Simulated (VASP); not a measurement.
An input for Ansatz (written as the equivalent of a VASP run, and not itself run):

Ansatz 0.2 input:
```yaml
crystal:
  lattice:
    - [0.0000000, 2.9429550, 2.9429550]
    - [2.9429550, 0.0000000, 2.9429550]
    - [2.9429550, 2.9429550, 0.0000000]
  atoms:
    - { symbol: Cd, position: [0.0000000, 0.0000000, 0.0000000] }
    - { symbol: S, position: [0.2500000, 0.2500000, 0.2500000] }
kpoints:
  mp_grid: { grid: [7, 7, 7] }
hamiltonian:
  xc: lda
  pseudopotentials: { kind: paw }
scf:
  occupations: { method: gaussian, width: 0.05 }
  max_iter: 100
relax:
  max_steps: 60
  f_tol: 0.01
  cell: {}
output: { forces: true, stress: true, eigenvalues: true }
```

Task: Translate this input to VASP (INCAR, KPOINTS, POSCAR, choice of POTCAR).

Result: One answer among several that fit: 
INCAR:
```
# general
SYSTEM  = CdS
PREC    = Accurate
ENCUT   = 400
LREAL   = .FALSE.
LASPH   = .TRUE.

# electronic loop
EDIFF   = 1E-6
NELM    = 100
ALGO    = Normal
LMAXMIX = 4

# smearing
ISMEAR  = 0
SIGMA   = 0.05

# ions
IBRION  = 2
NSW     = 60
ISIF    = 3
EDIFFG  = -0.01

# output
LWAVE   = .FALSE.
LCHARG  = .FALSE.
```

File POSCAR:
```
CdS
1
    0.0000000000     2.9429550000     2.9429550000
    2.9429550000     0.0000000000     2.9429550000
    2.9429550000     2.9429550000     0.0000000000
Cd S
1 1
Direct
  0.0000000000   0.0000000000   0.0000000000
  0.2500000000   0.2500000000   0.2500000000
```

### KPOINTS
```
Regular mesh
0
G
  7 7 7
```

POTCAR, in this order: Cd S (LDA.64 set). Program: vasp_std.

Limits of the translation: each code has its own PAW files, so the cut-off isn't converted (ENCUT is set for VASP's; basis.ecutwfc is left out, and Ansatz then takes the one that its files recommend); Ansatz stops its SCF on the density residual and VASP on the energy change (EDIFF); Ansatz's lda is the Perdew-Wang form, while the LDA potentials of VASP carry Perdew-Zunger's.

The structure comes from a computed database's CdS entry (F-43m); how it stands against other phases isn't given here. This run relaxes it. Symmetry was kept, so distortions that lower it aren't found.
